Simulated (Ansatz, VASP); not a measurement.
# Ge2Sb2Te5 in two plane-wave programs, part 2 of 2

Aim: how closely do two programs agree when they are given the same cell, functional and k mesh? The cell is taken from a series of runs on this material, whose earlier steps may have relaxed, scaled, displaced or heated it; both programs get it as it stands.

VASP 6.6.1 and Ansatz 0.2.0.

So far: The structure; VASP: single point, HSE06.

**3. Ansatz: single point, HSE06**

Level of this step: Ansatz beside VASP: Kohn-Sham DFT, plane waves, HSE06 (Ansatz).

Ansatz runs on its PAW soft_1 files.

The same cell, functional and mesh now go to Ansatz, which takes its cutoff from its data sets.

Contents of input.yaml:

```yaml
crystal:
  lattice:
    - [4.2940644248, 0.0, 0.0]
    - [-2.1470322124, 3.7187688774, 0.0]
    - [0.0, 0.0, 17.101346]
  atoms:
    - { symbol: Ge, position: [0.3333333333, 0.6666666667, 0.8998167825] }
    - { symbol: Ge, position: [0.6666666667, 0.3333333333, 0.1001832175] }
    - { symbol: Sb, position: [0.0, 0.0, 0.6846797893] }
    - { symbol: Sb, position: [0.0, 0.0, 0.3153202107] }
    - { symbol: Te, position: [0.0, 0.0, 0.0] }
    - { symbol: Te, position: [0.6666666667, 0.3333333333, 0.8026262036] }
    - { symbol: Te, position: [0.3333333333, 0.6666666667, 0.1973737964] }
    - { symbol: Te, position: [0.3333333333, 0.6666666667, 0.5850722908] }
    - { symbol: Te, position: [0.6666666667, 0.3333333333, 0.4149277092] }
kpoints:
  mp_grid: { grid: [6, 6, 2] }
  band_path:
    path:
      - [0.0, 0.0, 0.0]
      - [0.5, 0.0, 0.0]
      - [0.33333333, 0.33333333, 0.0]
      - [0.0, 0.0, 0.5]
      - [0.5, 0.0, 0.5]
      - [0.33333333, 0.33333333, 0.5]
      - [0.066666666, 0.066666666, 0.0]
    npoints: 1
hamiltonian:
  xc: hse06
  pseudopotentials: { kind: paw, azcp: { folder: soft_1 } }
scf:
  occupations: { method: fixed }
  n_extra_bands: 7
output:
  eigenvalues: true
```

On the command line:

```bash
> ansatz run input.yaml --threads 2 --pin off --max-ram 92160MiB --backend cuda --events-out ev --progress --plain --runs-dir out --devices 1 --max-vram 13GiB
```

Numbers of over 12 decimals in the logs are rounded to 6 here.

What it wrote:

```text
scf.n_extra_bands = 7 over 69 filled bands (N_el = 138.0): the run solves 76 bands
GPUs: using 1 of 1 available (devices: 1).
Engine: ansatz 0.2.0, x86_64-unknown-linux-gnu
Pseudopotentials: kind: paw
Pseudopotential: Ge, paw, valence charge 14, recommended cutoff 420 eV (normal), soft_1/Ge.paw.azcp
Pseudopotential: Sb, paw, valence charge 15, recommended cutoff 420 eV (normal), soft_1/Sb.paw.azcp
Pseudopotential: Te, paw, valence charge 16, recommended cutoff 420 eV (normal), soft_1/Te.paw.azcp
Functional definition: HSE06
  parameter a = 0.25
  parameter omega = 0.11/bohr
  exchange = pbe_x - a*pbe_x_sr(omega) + a*exact_x_sr(omega)
  correlation = pbe_c
davidson cushion auto → on  (no smearing: the cushion is to keep the highest requested band from converging to the state above it; pin scf.eigensolver.cushion to override)
device memory: the entry about to start is reckoned to put 3.2 GiB on a device that reports 49.7 GiB free (of which the cap on the GPU budget leaves the run 13.0 GiB)
GPU FFT provider: cuFFT
GPU libraries: cuBLAS 13.8.2, cuFFT 12.4.0, cuSOLVER 12.3.4
Crystal: 9 atoms, lattice volume = 273.085 Å³
Basis set: ecut = 420 eV, 5295 PW (Γ)
Bands: 76, of which v1, the nominal top of the filled ones, is band 69 counted from 1 (68 counted from 0)
Symmetry: 12 space group operations
Space group: P-3m1 (ITA 164), of the structure as read, at distance tolerance 6.5e-5 Å
k-points: 14 of 72
Non-local potential: Ge, projectors of the file, l = 0: 2, l = 1: 2, l = 2: 3, l = 3: 1
Non-local potential: Sb, projectors of the file, l = 0: 2, l = 1: 2, l = 2: 2, l = 3: 1
Non-local potential: Te, projectors of the file, l = 0: 2, l = 1: 2, l = 2: 2, l = 3: 1
PAW form: soft (Blöchl's): semilocal exchange-correlation on the pseudo side does not see the compensation charge
PAW frozen core: Ge, regenerated for the run's functional, and the local potential with it (the file was generated under x = pbe(κ = 0.804, μ = 0.219515), c = pbe(β = 0.066725))
PAW frozen core: Sb, regenerated for the run's functional, and the local potential with it (the file was generated under x = pbe(κ = 0.804, μ = 0.219515), c = pbe(β = 0.066725))
PAW frozen core: Te, regenerated for the run's functional, and the local potential with it (the file was generated under x = pbe(κ = 0.804, μ = 0.219515), c = pbe(β = 0.066725))
PAW one-centre angular grid: Ge, 590 points (default); XC on 64 Gauss nodes
PAW one-centre angular grid: Sb, 590 points (default); XC on 64 Gauss nodes
PAW one-centre angular grid: Te, 590 points (default); XC on 64 Gauss nodes
Initial density: superposition of atomic densities (chi_scale 0.1, normalization cell, long waves kept (reshape's long-wave potential 0.31 eV rms))
Initial wavefunctions: pseudopotential atomic-orbital guess
GPU buffer pool allocated for 108000 grid points (all kernels)
GPU transforms: local potential and band sums: pruned to the plane-wave sphere, on 30×30×120
Functional: x = pbe(κ = 0.804, μ = 0.219515), c = pbe(β = 0.066725), warm-up for x = pbe(κ = 0.804, μ = 0.219515) + 0.25 (exact − pbe) at short range (hse, ω = 0.207870 Å⁻¹), c = pbe(β = 0.066725); HSE06 as pw.x's `hse` composes it (authors' and Libxc's form: `xc: wpbeh`)
SCF iter   1: F=—  HF=-56460.591040 eV  |F-HF|=—  |Δ(HF+E_count)|=         —  Δρ=1.52e-2  dr2=9.78e0  ethr=1.00e-1  ⟨swp⟩=4.2  Hψ=2797  notcnv=0
preconditioner: auto → none  [insulator: Δε(μ)=0.122 eV  Ē_g=7.188 eV  n_scr=66 (ndim 8)  ℏωp=15.6 eV  f_vac=0.009]
SCF iter   2: F=—  HF=-56505.714526 eV  |F-HF|=—  |Δ(HF+E_count)|=    4.51e1  Δρ=9.47e-2  dr2=1.18e3  ethr=7.09e-3  ⟨swp⟩=7.7  Hψ=3377  notcnv=0  defer=1
SCF iter   3: F=—  HF=-56460.462675 eV  |F-HF|=—  |Δ(HF+E_count)|=    4.53e1  Δρ=8.18e-3  dr2=2.41e0  ethr=7.09e-3  ⟨swp⟩=6.3  Hψ=2913  notcnv=0  defer=2
SCF iter   4: F=—  HF=-56460.455879 eV  |F-HF|=—  |Δ(HF+E_count)|=   6.80e-3  Δρ=5.99e-3  dr2=7.32e-1  ethr=1.75e-3  ⟨swp⟩=3.1  Hψ=2411  notcnv=0
SCF iter   5: F=—  HF=-56460.368449 eV  |F-HF|=—  |Δ(HF+E_count)|=   8.74e-2  Δρ=2.25e-3  dr2=9.19e-2  ethr=5.31e-4  ⟨swp⟩=3.3  Hψ=2501  notcnv=0
iter 6 solved again at ethr=2.55e-6 eV; its pass at ethr=6.66e-5 eV (dr2=3.52e-3 eV) is discarded
SCF iter   6: F=—  HF=-56460.357959 eV  |F-HF|=—  |Δ(HF+E_count)|=   1.05e-2  Δρ=1.18e-3  dr2=3.54e-3  ethr=2.55e-6  ⟨swp⟩=3.9  Hψ=5056  notcnv=0
SCF iter   7: F=—  HF=-56460.358163 eV  |F-HF|=—  |Δ(HF+E_count)|=   2.04e-4  Δρ=5.97e-4  dr2=2.12e-3  ethr=2.55e-6  ⟨swp⟩=3.8  Hψ=2878  notcnv=0
SCF iter   8: F=—  HF=-56460.357940 eV  |F-HF|=—  |Δ(HF+E_count)|=   2.23e-4  Δρ=1.98e-4  dr2=1.19e-4  ethr=1.54e-6  ⟨swp⟩=3.0  Hψ=2516  notcnv=0
SCF iter   9: F=—  HF=-56460.357932 eV  |F-HF|=—  |Δ(HF+E_count)|=   7.94e-6  Δρ=1.05e-4  dr2=2.04e-5  ethr=8.65e-8  ⟨swp⟩=3.8  Hψ=3136  notcnv=0
[...]
device memory: the entry about to start is reckoned to put 4.1 GiB (of the 4.2 GiB reckoned in all, the device holds 0.1 GiB already) on a device that reports 48.9 GiB free (of which the cap on the GPU budget leaves the run 12.9 GiB)
GPU FFT provider: cuFFT
GPU libraries: cuBLAS 13.8.2, cuFFT 12.4.0, cuSOLVER 12.3.4
Initial density: handed on by an earlier stage of this run
Initial wavefunctions: those handed on with the density
GPU buffer pool allocated for 108000 grid points (all kernels)
GPU transforms: local potential and band sums: pruned to the plane-wave sphere, on 30×30×120
Functional: x = pbe(κ = 0.804, μ = 0.219515) + 0.25 (exact − pbe) at short range (hse, ω = 0.207870 Å⁻¹), c = pbe(β = 0.066725); HSE06 as pw.x's `hse` composes it (authors' and Libxc's form: `xc: wpbeh`)
Exchange kernel: α = 0.2500, screened, ω = 0.2079 Å⁻¹, Wigner–Seitz truncation, v(0) = 1046.8821 eV·Å³, q-mesh 6×6×2, nearest image of the exchange supercell L = 25.76 Å, pair-density grid 18×18×72, without the augmentation charges, whose exchange is taken in its separable form by FFT convolution over the k-point mesh (sized by the pseudopotential files, 25×25×120 at the most), smooth part of the exact exchange by density-matrix convolution in up to 11.94 GiB of GPU memory as planned if the GPU has room (build and FFT work areas not counted)
Frozen-core exchange: fock
[...]
preconditioner: auto → none  [insulator: Δε(μ)=0.569 eV  Ē_g=8.086 eV  n_scr=66 (ndim 8)  ℏωp=15.6 eV  f_vac=0.016]
[...]
SCF iter   3: F=—  HF=-56492.157808 eV  |F-HF|=—  |Δ(HF+E_count)|=   2.26e-3  Δρ=6.99e-4  dr2=9.30e-3  ethr=1.33e-8  ⟨swp⟩=6.6  Hψ=5199  notcnv=0
SCF iter   4: F=—  HF=-56492.187122 eV  |F-HF|=—  |Δ(HF+E_count)|=   2.93e-2  Δρ=9.69e-4  dr2=3.53e-3  ethr=1.33e-8  ⟨swp⟩=6.8  Hψ=5191  notcnv=0
SCF iter   5: F=—  HF=-56492.185986 eV  |F-HF|=—  |Δ(HF+E_count)|=   1.14e-3  Δρ=2.06e-4  dr2=3.23e-4  ethr=1.33e-8  ⟨swp⟩=5.0  Hψ=4400  notcnv=0
SCF iter   6: F=—  HF=-56492.186884 eV  |F-HF|=—  |Δ(HF+E_count)|=   8.97e-4  Δρ=1.92e-4  dr2=2.60e-4  ethr=1.33e-8  ⟨swp⟩=5.0  Hψ=4114  notcnv=0
SCF iter   7: F=-56492.186818 eV  HF=-56492.186823 eV  |F-HF|=5.27e-6  |Δ(HF+E_count)|=   6.04e-5  Δρ=3.58e-5  dr2=2.07e-5  ethr=1.33e-8  ⟨swp⟩=4.1  Hψ=3366  notcnv=0
SCF 2 stopped early in 7 iterations: F = -56492.186818 eV  dr2 = 2.07e-5
hybrid outer 1: dexx = +3.387e-2 eV, tail = 2.41e-4 eV
GPU FFT provider: cuFFT
GPU libraries: cuBLAS 13.8.2, cuFFT 12.4.0, cuSOLVER 12.3.4
GPU buffer pool allocated for 108000 grid points (all kernels)
GPU transforms: local potential and band sums: pruned to the plane-wave sphere, on 30×30×120
Exchange kernel: α = 0.2500, screened, ω = 0.2079 Å⁻¹, Wigner–Seitz truncation, v(0) = 1046.8821 eV·Å³, q-mesh 6×6×2, nearest image of the exchange supercell L = 25.76 Å, pair-density grid 18×18×72, without the augmentation charges, whose exchange is taken in its separable form by FFT convolution over the k-point mesh (sized by the pseudopotential files, 25×25×120 at the most), smooth part of the exact exchange by density-matrix convolution in up to 11.94 GiB of GPU memory as planned if the GPU has room (build and FFT work areas not counted)
Frozen-core exchange: fock
SCF iter   1: F=—  HF=-56492.185299 eV  |F-HF|=—  |Δ(HF+E_count)|=         —  Δρ=3.59e-5  dr2=1.29e-5  ethr=8.72e-7  ⟨swp⟩=3.2  Hψ=2417  notcnv=0
preconditioner: auto → none  [insulator: Δε(μ)=0.563 eV  Ē_g=8.074 eV  n_scr=66 (ndim 8)  ℏωp=15.6 eV  f_vac=0.015]
iter 2 solved again at ethr=7.62e-10 eV; its pass at ethr=8.70e-9 eV (dr2=1.05e-6 eV) is discarded
SCF iter   2: F=—  HF=-56492.185300 eV  |F-HF|=—  |Δ(HF+E_count)|=   9.71e-7  Δρ=1.69e-5  dr2=1.75e-6  ethr=7.62e-10  ⟨swp⟩=3.0  Hψ=5592  notcnv=0
SCF iter   3: F=—  HF=-56492.185304 eV  |F-HF|=—  |Δ(HF+E_count)|=   3.41e-6  Δρ=9.51e-6  dr2=5.82e-7  ethr=7.62e-10  ⟨swp⟩=4.8  Hψ=3055  notcnv=0  defer=1
SCF iter   4: F=-56492.185303 eV  HF=-56492.185303 eV  |F-HF|=2.69e-8  |Δ(HF+E_count)|=   1.04e-7  Δρ=2.90e-6  dr2=4.75e-8  ethr=3.53e-10  ⟨swp⟩=3.0  Hψ=2591  notcnv=0
SCF 3 converged in 4 iterations: F = -56492.185303 eV  dr2 = 4.75e-8
hybrid outer 2: dexx = +3.562e-6 eV, tail = 1.87e-7 eV, Δε = 2.80e-3 eV (about 1.13e-4 eV left of the loop's levels)
the search or the solves at the SCF's close seem to have found levels that the self-consistency loop had missed (the run counts 1). By its estimate they hold under 1e-12 electrons; where the run keeps them, the occupations were computed again with them
device memory: the entry about to start is reckoned to put 1.6 GiB on a device that reports 56.4 GiB free (of which the cap on the GPU budget leaves the run 13.0 GiB)
NSCF: frozen V_eff on 7 k-points
hybrid SCF converged: 2 outer / 11 inner (+10 warm-up), last move |dexx| = 3.56e-6 eV, tail = 1.87e-7 eV
Stability not checked: this state was not tested for a lower state beside it, because the functional holds exact exchange (a hybrid, or Hartree-Fock), whose exchange loop this test does not read (fock_operator; see scf.lower_state_search)
Free energy (F): -56492.185303 eV
Frozen-core exchange: fock
Harris-Foulkes:  -56492.185303 eV  (|F-HF|=2.69e-8)
Internal energy: -56492.185303 eV  (E = F + TS)
E sigma→0 (E₀):  -56492.185303 eV
Fermi energy:    8.964561 eV
--- Per-component energies (eV) ---
  E_band       = -2240.694723
  E_kinetic    = 1356.591092
  E_local      = -16326.777775  (includes V_loc(G=0)·N_el)
  E_nonlocal   = 1513.089277
  E_hartree    = 7790.763646
  E_xc         = -769.278717
  E_vxc        = -660.790771  (∫ρ·V_xc dr)
  E_exx        = -414.229228  (= α·E_x^exact, valence–valence)
  E_paw        = -36249.068234  (= ΣΔE_a)
  E_vpaw       = -2875.868850  (= ΣTr[D̂ρ^β])
  E_aug_tail   = 0.000750  (compensation charges beyond the density's cutoff)
  E_ewald      = -13391.692521
  E_core_change = -1.583594  (= ΣΔE_core)
  E_smearing   = -0.000000  (= −TS)
  E_closure    = -0.000000  (closes the sum)
  Σ components = -56492.185303   (vs F -56492.185303, Δ=-7.28e-12)
--- Band table (eV; the first three rows and the last of 14) ---
  k-point 0: bands = [... 65 lower, 7.4724, 7.9320, 8.2096, 8.9646, 9.5278, 9.5278, 9.6378, 10.1976, ... 3 higher]
  k-point 1: bands = [... 65 lower, 7.3897, 7.6048, 8.3784, 8.8649, 9.7053, 9.7053, 9.8312, 9.8993, ... 3 higher]
  k-point 2: bands = [... 65 lower, 7.6750, 7.7156, 8.2846, 8.7580, 9.9047, 9.9109, 10.5135, 10.5559, ... 3 higher]
  k-point 13: bands = [... 65 lower, 7.1200, 7.6394, 7.6394, 7.7280, 10.9380, 10.9380, 11.1941, 11.1941, ... 3 higher]
```

Reading the cycles: dr2 is the Hartree energy of the density residual (eV), the measure of convergence; HF is the Harris–Foulkes estimate of the energy, which meets the free energy F at convergence.

**4. Side by side**

Known differences besides the potentials themselves: exact exchange at q = 0 is treated differently, which shows on coarse meshes; VASP keeps PBE cores, Ansatz makes them for the functional; fixed occupations in Ansatz, narrow Gaussian smearing in VASP; the data sets hold 138 valence electrons in Ansatz (on its PAW soft_1 files) and 68 in VASP; the cutoff is 420 eV in Ansatz and 410 eV in VASP; VASP takes a coarser grid for exact exchange (PRECFOCK = Fast). Total energies have different zeros and are not compared.

Both answers:

```csv
quantity,Ansatz,VASP,difference
gap on the k mesh (eV),0.563,0.565,-0.002
```

A gap on the mesh is an upper bound, since the band edges may lie between its points.

**5. Results**

```json
{
  "difference in gap on the k mesh (single point, HSE06)": "-0.0016 eV"
}
```

The difference in gap on the k mesh is -0.0016 eV (single point, HSE06), within the 0.08 eV picked in this series as the mark of a large difference. The data sets hold unlike numbers of valence electrons (138 in Ansatz and 68 in VASP), so part of the differences comes from the potentials. Such differences can come from data sets, numerical settings and the points named under the comparisons, not from the functional's error against experiment.

[Lines on the potential files, build, host, timing and source positions are cut from VASP's logs without a mark.]

[Logs are printed without paths, hosts, clocks, repeated set-up lines and the standing remarks that a program may print on its own settings, such as how far it seeks lower states.]

[Hosts, paths, dates, database ids (printed as entryN), source tags and the programs' standing remarks are cut or masked in the printed files.]
